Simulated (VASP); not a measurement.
# Mn3Zn (I4/mmm) in VASP: relaxation of the atoms with LDA+U

Aim: the relaxation of the atoms of Mn3Zn with LDA+U.

Program: VASP 6.6.1. These are calculated values, not measurements. Logs are shortened: lines on timing, memory, paths and dates and some standing lists are left out, and cuts for length are marked.

## Step 1: The undisturbed crystal

The structure is tetragonal, space group I4/mmm (No. 139). The conventional cell has a = 3.509 Å, b = 3.509 Å, c = 7.644 Å, α = 90.00°, β = 90.00°, γ = 90.00°. Zn (site symmetry 4/mmm) is surrounded by 12 Mn at 2.48 to 2.59 Å. Mn (site symmetry 4/mmm) has 4 Zn at 2.48 Å and 8 Mn at 2.59 Å as nearest neighbours. Around Mn (site symmetry -4m2) lie 8 Mn at 2.48 to 2.59 Å and 4 Zn at 2.59 Å.

The cell comes from a database or a generator and needn't be the stable form of this composition.

## Step 2: Relaxation of the atoms, LDA+U, collinear spin, ferromagnetic start (volume scaled by 0.92)

File run.py:

```python
from ase.calculators.vasp import Vasp
from ase.io import read
from ase.optimize import BFGS

atoms = read('Mn3Zn.xyz')
atoms.set_initial_magnetic_moments([0.0, 4.0, 4.0, 4.0])
calc = Vasp(
    directory='calc',
    xc='lda',
    pp='LDA',
    setups='recommended',
    prec='Accurate',
    encut=520,
    ediff=1e-06,
    ismear=0,
    sigma=0.5,
    lreal=False,
    lasph=True,
    nelm=150,
    algo='Fast',
    isif=2,
    lwave=False,
    lcharg=False,
    ispin=2,
    lorbit=11,
    lmaxmix=4,
    ldautype=2,
    ldauprint=1,
    ldau_luj={'Mn': {'L': 2, 'U': 4, 'J': 0}},
    kpts=[8, 8, 8],
    gamma=True,
    nelect=50.9,
)
atoms.calc = calc
opt = BFGS(atoms, trajectory='relax.traj')
converged = opt.run(fmax=0.005, steps=40)
print('converged:', converged)

print('energy (eV):', atoms.get_potential_energy())
print('free energy (eV):', atoms.get_potential_energy(force_consistent=True))
print('forces (eV/A):')
print(atoms.get_forces())
print('stress (eV/A^3, Voigt):', atoms.get_stress())
print('Fermi level (eV):', calc.get_fermi_level())
print('moment (muB):', atoms.get_magnetic_moment())
print('site moments (muB):', atoms.get_magnetic_moments())
print('cell (A, degrees):', atoms.cell.cellpar())
print('volume (A^3):', atoms.get_volume())
print('scaled positions:')
print(atoms.get_scaled_positions())
```

File Mn3Zn.xyz:

```xyz
4
Lattice="-1.7063195626 1.7063195626 3.7170390035 1.7063195626 -1.7063195626 3.7170390035 1.7063195626 1.7063195626 -3.7170390035" Properties=species:S:1:pos:R:3 pbc="T T T"
Zn     0.0000000000      0.0000000000      0.0000000000
Mn     0.0000000000      0.0000000000      3.7170390035
Mn     1.7063195626      0.0000000000      1.8585195018
Mn     0.0000000000      1.7063195626      1.8585195018
```

Potentials or basis: VASP PAW LDA potentials, release 64 (Zn, Mn_pv).

Run with:

```
$ python run.py
```

What it wrote:

```text
Step     Time          Energy          fmax
BFGS:    0 --:--:--      -21.178607        0.000000
converged: True
energy (eV): -21.01402803
free energy (eV): -21.17860707
forces (eV/A):
[[ 0. -0. -0.]
 [ 0. -0. -0.]
 [-0. -0.  0.]
 [ 0.  0.  0.]]
stress (eV/A^3, Voigt): [-0.33380376 -0.33380376 -0.27929665  0.         -0.         -0.        ]
Fermi level (eV): 9.46964055
moment (muB): 10.6189883
site moments (muB): [-0.128  3.513  3.537  3.537]
cell (A, degrees): [  4.43163986   4.43163986   4.43163986 134.708647   134.708647
  65.98323485]
volume (A^3): 43.289029493197454
scaled positions:
[[0.   0.   0.  ]
 [0.5  0.5  0.  ]
 [0.25 0.75 0.5 ]
 [0.75 0.25 0.5 ]]
```

OUTCAR:

```text
ENCUT = 520.000000
   NELECT = 50.900000
   EDIFF = 1.00e-06
   PREC = Accurate
   ISIF = 2
   ISMEAR = 0
   ISPIN = 2
   LORBIT = 11
   NELM = 150
   LASPH = .TRUE.
   LREAL = .FALSE.

 ion  position               nearest neighbor table
   1  0.000  0.000  0.000-   2 2.41   2 2.41   2 2.41   2 2.41   3 2.52   4 2.52   4 2.52   3 2.52
                             4 2.52   3 2.52   4 2.52   3 2.52
   2  0.500  0.500  0.000-   1 2.41   1 2.41   1 2.41   1 2.41   4 2.52   3 2.52   4 2.52   3 2.52
                             4 2.52   3 2.52   3 2.52   4 2.52
   3  0.250  0.750  0.500-   4 2.41   4 2.41   4 2.41   4 2.41   1 2.52   2 2.52   2 2.52   1 2.52
                             2 2.52   1 2.52   2 2.52   1 2.52
   4  0.750  0.250  0.500-   3 2.41   3 2.41   3 2.41   3 2.41   2 2.52   1 2.52   2 2.52   1 2.52
                             2 2.52   1 2.52   1 2.52   2 2.52

  LATTYP: Found a body centered tetragonal cell.
 ALAT       =     3.4126391252
 C/A-ratio  =     2.1783955860

  Lattice vectors:

 A1 = (  -1.7063195626,   1.7063195626,   3.7170390035)
 A2 = (   1.7063195626,  -1.7063195626,   3.7170390035)
 A3 = (   1.7063195626,   1.7063195626,  -3.7170390035)

Analysis of symmetry for initial positions (statically):
=====================================================================
 Subroutine PRICEL returns:
 Original cell was already a primitive cell.

 Routine SETGRP: Setting up the symmetry group for a
 body centered tetragonal supercell.

 Subroutine GETGRP returns: Found 16 space group operations
 (whereof 16 operations were pure point group operations)
 out of a pool of 16 trial point group operations.

The static configuration has the point symmetry D_4h.

Analysis of symmetry for dynamics (positions and initial velocities):
=====================================================================
 Subroutine PRICEL returns:
 Original cell was already a primitive cell.

[... 287 lines left out ...]

 spin component 1

 k-point     1 :       0.0000    0.0000    0.0000
  band No.  band energies     occupation
      1     -39.4960      1.00000
      2     -39.4960      1.00000
      3     -39.4899      1.00000
      4     -39.2917      1.00000
      5     -39.2917      1.00000
      6     -39.1510      1.00000
[... 1865 lines left out ...]
     35      18.7641      0.00000
     36      21.9268      0.00000

 [... further k-points ...]

------------------------ aborting loop because EDIFF is reached ----------------------------------------

  FORCE on cell =-STRESS in cart. coord.  units (eV):
  Direction    XX          YY          ZZ          XY          YZ          ZX
  --------------------------------------------------------------------------------------
  -------------------------------------------------------------------------------------
  Total       14.4500345     14.4500345     12.0904755      0.0000000      0.0000000      0.0000000
  in kB      534.8125829    534.8125829    447.4825599      0.0000000      0.0000000      0.0000000
  external PRESSURE =     505.7025752 kB  Pullay stress =       0.0000000 kB

 VOLUME and BASIS-vectors are now :
 -----------------------------------------------------------------------------
  energy-cutoff  :      520.00
  volume of cell :       43.29
      direct lattice vectors                 reciprocal lattice vectors
    -1.706319563  1.706319563  3.717039004     0.000000000  0.293028346  0.134515672
     1.706319563 -1.706319563  3.717039004     0.293028346  0.000000000  0.134515672
     1.706319563  1.706319563 -3.717039004     0.293028346  0.293028346  0.000000000

 POSITION                                       TOTAL-FORCE (eV/Angst)
 -----------------------------------------------------------------------------------
      0.00000      0.00000      0.00000         0.000000     -0.000000     -0.000000
      0.00000      0.00000      3.71704         0.000000     -0.000000     -0.000000
      1.70632      0.00000      1.85852        -0.000000     -0.000000      0.000000
      0.00000      1.70632      1.85852         0.000000      0.000000      0.000000
 -----------------------------------------------------------------------------------
    total drift:                                0.000000      0.000000     -0.000000

  FREE ENERGIE OF THE ION-ELECTRON SYSTEM (eV)
  ---------------------------------------------------
  free  energy   TOTEN  =       -21.1786070671 eV

  energy  without entropy=      -20.8494489899  energy(sigma->0) =      -21.01402803

 total charge

# of ion       s       p       d       tot
------------------------------------------
    1        0.726   0.833   9.731  11.291
    2        0.410   6.379   5.187  11.976
    3        0.411   6.361   5.208  11.981
    4        0.411   6.361   5.208  11.981
--------------------------------------------------
tot          1.959  19.935  25.335  47.229

 magnetization (x)

# of ion       s       p       d       tot
------------------------------------------
    1       -0.057  -0.141   0.070  -0.128
    2       -0.009  -0.016   3.539   3.513
    3       -0.006   0.020   3.523   3.537
    4       -0.006   0.020   3.523   3.537
--------------------------------------------------
tot         -0.079  -0.117  10.655  10.459
```

INCAR:

```text
ENCUT = 520.000000
NELECT = 50.900000
SIGMA = 0.500000
EDIFF = 1.00e-06
ALGO = Fast
PREC = Accurate
ISIF = 2
ISMEAR = 0
ISPIN = 2
LDAUPRINT = 1
LDAUTYPE = 2
LMAXMIX = 4
LORBIT = 11
NELM = 150
LASPH = .TRUE.
LCHARG = .FALSE.
LWAVE = .FALSE.
LREAL = .FALSE.
LDAU = .TRUE.
LDAUL = -1 2
LDAUU = 0.000 4.000
LDAUJ = 0.000 0.000
MAGMOM = 1*0.0000 3*4.0000
```

It took 9 min on 1 thread of AMD EPYC 7R43 (Zen 3), shared host; peak memory 0.24 GiB.

These settings aren't checked as converged (typed here: ISMEAR = 0; SIGMA = 0.5; NELECT = 50.900000): the numbers below hold their error.

Results:

* Free energy: -21.1786 eV
* Band gap on the k mesh: none (metal or under the smearing width)
* Net moment: 10.62 μB per cell
* Site moments: Zn -0.13; Mn +3.51, +3.54 μB
* Valence electrons inside the program's atomic spheres: Zn 11.29; Mn 11.98

Caveat: the cell is charged against a uniform background, so pressure and absolute levels hang on convention; the relaxation stopped at its first step, so nothing moved; the U is typed as a test and isn't derived for this compound.

## Step 3: The reference run

An earlier run on the cell as given: functional PBE; potentials or basis VASP PAW PBE potentials, release 64 (Zn, Mn_pv); cutoff 520 eV; k mesh 11 × 11 × 11; occupations fermi-dirac, width 0.05 eV; collinear spin, ferromagnetic start; starting moments [0.0, 4.0, 4.0, 4.0] μB.

* Pressure: -1.0 GPa
* Band gap on the k mesh: none (metal or under the smearing width)
* Net moment: 3.62 μB per cell
* Site moments: Zn -0.04; Mn +1.46, +1.09 μB
* Valence electrons inside the program's atomic spheres: Zn 11.09; Mn 11.80, 11.82
